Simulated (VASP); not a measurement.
Set up this calculation in VASP 6.6.1, as the native input.

```
Task                   : relaxation of cell and atoms
Functional             : PBEsol
Potentials or basis    : VASP PAW PBE potentials, release 64 (Ba_sv)
Cutoff                 : 480 eV
k mesh                 : 12 × 12 × 12
Occupations            : gaussian, width 0.1 eV
Spin                   : no spin polarisation
Further INCAR settings : ALGO = Normal; EDIFF = 1e-07; IBRION = 2; EDIFFG = -0.005; NSW = 90; ISIF = 3
```

The structure of Ba lies in POSCAR:

```
Ba
1.0
   -2.5125000000      2.5125000000      2.5125000000
    2.5125000000     -2.5125000000      2.5125000000
    2.5125000000      2.5125000000     -2.5125000000
Ba
1
Direct
    0.0000000000      0.0000000000      0.0000000000
```

The input as run:

INCAR

```
PREC = Accurate ; ENCUT = 480
EDIFF = 1E-7 ; ISMEAR = 0
SIGMA = 0.1 ; LREAL = F
LASPH = T ; NELM = 60
ALGO = Normal ; ISIF = 3
LWAVE = F ; LCHARG = F
GGA = PS ; IBRION = 2
NSW = 90 ; EDIFFG = -0.005
```

KPOINTS

```
Automatic mesh
0
Gamma
  12 12 12
```

Potentials or basis: VASP PAW PBE potentials, release 64 (Ba_sv).

Command:

```bash
$ cat potpaw_PBE.64/Ba_sv/POTCAR > POTCAR
$ mpirun -np 1 vasp_std > vasp.out
```

It gave:

| Quantity | Value |
| --- | --- |
| Relaxed volume | 58.49 Å³/atom |
| Relaxed cell | a = 4.235 Å, b = 4.235 Å, c = 4.235 Å, α = 109.47°, β = 109.47°, γ = 109.47° |
| Space group after relaxing (to 0.05 Å) | Im-3m (No. 229) |
| Energy gained by relaxing | 10.7 meV/atom |
| Ionic steps | 4 |
| Pressure after relaxing | 0.0 GPa |
| Band gap on the k mesh | none (metal or under the smearing width) |

Caveat: the PAW data sets were made with another functional, which shifts forces and pressure a little.

Run time: 55 s on 1 thread of AMD EPYC 9R45 (Zen 5), on a shared host, peak memory 0.18 GiB.
